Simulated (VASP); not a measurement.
The input files of a VASP run:

**INCAR**
```
ALGO=Normal
EDIFF=1E-6
EDIFFG=-0.02
ENCUT=620
GGA=PS
IBRION=2
ISIF=3
ISMEAR=1
LASPH=T
LCHARG=F
LMAXMIX=6
LREAL=F
LWAVE=F
NELM=100
NSW=40
PREC=Accurate
PSTRESS=300
SIGMA=0.1
SYSTEM=WC
```

KPOINTS:
```
Automatic mesh
0
Gamma
15 15 13
0 0 0
```

### POSCAR
```
WC
1.0
  1.4179386789  -2.4559419179   0.0000000000
  1.4179386789   2.4559419179   0.0000000000
  0.0000000000   0.0000000000   2.7771720258
W C
1 1
Cart
  0.0000000000   0.0000000000   0.0000000000
  1.4179386789   0.8186489433   1.3885860129
```

POTCAR, in this order: W_sv C (PBE.64 set). Program: vasp_std.

Translate this PBEsol calculation to Ansatz.

One equivalent input (not run):
Ansatz 0.2 input:
```yaml
crystal:
  lattice:
    - [1.4179387, -2.4559419, 0.0000000]
    - [1.4179387, 2.4559419, 0.0000000]
    - [0.0000000, 0.0000000, 2.7771720]
  atoms:
    - { symbol: W, position: [0.0000000, 0.0000000, 0.0000000] }
    - { symbol: C, position: [0.3333330, 0.6666670, 0.5000000] }
kpoints:
  mp_grid: { grid: [15, 15, 13] }
hamiltonian:
  xc: pbesol
  pseudopotentials: { kind: paw }
scf:
  occupations: { method: methfessel_paxton, width: 0.1 }
  max_iter: 100
relax:
  max_steps: 40
  f_tol: 0.02
  cell: { p_target: 30 }
output: { forces: true, stress: true, eigenvalues: true }
```
What does not carry over: each code has its own PAW files, so the cut-off isn't converted (ENCUT is set for VASP's; basis.ecutwfc is left out, and Ansatz then takes the one that its files recommend); Ansatz stops its SCF on the density residual and VASP on the energy change (EDIFF).

The compound is WC in the wc structure. This run relaxes it under an external pressure of 30 GPa. Symmetry was kept, so distortions that lower it aren't found.
